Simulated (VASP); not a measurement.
The input files of a VASP run:

### KPOINTS
```
kpoints
0
G
 14 14 8
0 0 0
```

### POSCAR
```
Ni2H
2.6897920
  1.0000000000   0.0000000000   0.0000000000
 -0.5000000000   0.8660257001   0.0000000000
  0.0000000000   0.0000000000   1.6278195489
Ni H
2 1
Cart
  0.5000005000   0.2886749447   1.3071390977
 -0.0000005000   0.5773507554   0.4134661654
  0.0000000000   0.0000000000   0.0439511278
```

**INCAR**
```
ALGO = Normal
EDIFF = 1E-6
ENCUT = 300
GGA = PS
ISIF = 2
ISMEAR = 0
ISPIN = 2
LASPH = .TRUE.
LCHARG = .FALSE.
LMAXMIX = 4
LORBIT = 11
LREAL = .FALSE.
LWAVE = .FALSE.
MAGMOM = 2.0 2.0 0.0
NELM = 100
PREC = Accurate
SIGMA = 0.272
SYSTEM = Ni2H
```

POTCAR, in this order: Ni H (PBE.64 set). Program: vasp_std.

### Question
Translate this PBEsol calculation to Quantum ESPRESSO's pw.x.

### Answer
One equivalent input (not run):
```
&CONTROL
  calculation = 'scf'
  pseudo_dir = './pseudo'
  outdir = './out'
  tprnfor = .true.
  tstress = .true.
/
&SYSTEM
  ibrav = 0
  nat = 3
  ntyp = 2
  ecutwfc = 98
  occupations = 'smearing'
  smearing = 'gaussian'
  degauss = 0.01999
  input_dft = 'pbesol'
  nspin = 2
  starting_magnetization(1) = 0.2
/
&ELECTRONS
  conv_thr = 7.3e-08
  electron_maxstep = 100
/
ATOMIC_SPECIES
  Ni 58.693 Ni.upf
  H 1.008 H.upf
CELL_PARAMETERS angstrom
     2.6897920    0.0000000    0.0000000
    -1.3448960    2.3294290    0.0000000
     0.0000000    0.0000000    4.3784960
ATOMIC_POSITIONS crystal
  Ni   0.6666670  0.3333330  0.8030000
  Ni   0.3333330  0.6666670  0.2540000
  H    0.0000000  0.0000000  0.0270000
K_POINTS automatic
  14 14 8 0 0 0
```
The two are equivalent in intent, not identical: the potentials are each code's own (VASP's PAW set, PseudoDojo norm-conserving files in pw.x), so ENCUT and ecutwfc are chosen apart and not converted; conv_thr bounds pw.x's estimated SCF error, while EDIFF bounds the energy change between steps; starting_magnetization is a fraction of the valence charge and MAGMOM a moment in μB, so they match only roughly.

The structure comes from a measured Ni2H entry of the Crystallography Open Database, whose conditions weren't checked. The cell was not relaxed at this level.
